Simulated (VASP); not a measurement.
GaN (zinc blende), at 1.04 of the tabulated volume:

```
GaN
1.0
    0.00000     2.28974     2.28974
    2.28974     0.00000     2.28974
    2.28974     2.28974     0.00000
Ga N
1 1
Direct
  0.00000   0.00000   0.00000
  0.25000   0.25000   0.25000
```

The lowest empty band near Γ, direction [100], from PBE with spin-orbit coupling in VASP (PAW); its two spin partners are averaged. The gap over the points computed is 1.41 eV, and the next band on that side lies 8.37 eV away at the edge.

Run with 520 eV cut-off, 11×11×11 Γ-centred mesh, Gaussian smearing of 0.050 eV, potentials Ga_d N.

```tsv
distance from the edge in k (1/Å)	distance in energy (meV)
0.012	4.2
0.018	9.4
0.025	18.0
0.035	34.8
0.050	69.3
0.070	130.5
```

**Question.** Fit E(1 + αE) = ħ²k²/2m* (ħ²/2m0 = 3.810 eV Å²) and predict the row at 0.095 1/Å.

**Answer.** Least squares on the energies gives the electron mass m* = 0.131 m0 and α = 0.71 per eV, and so 226.2 meV. The run gave 226.2 meV, -0.0 meV from the fit.

Left out are points under 3 meV from the edge, since the levels carry 0.1 meV, and points farther than half the way to the next band.

The compound is GaN in the zinc blende structure, a metastable form; wurtzite is the usual one. The cell was not relaxed at this level.
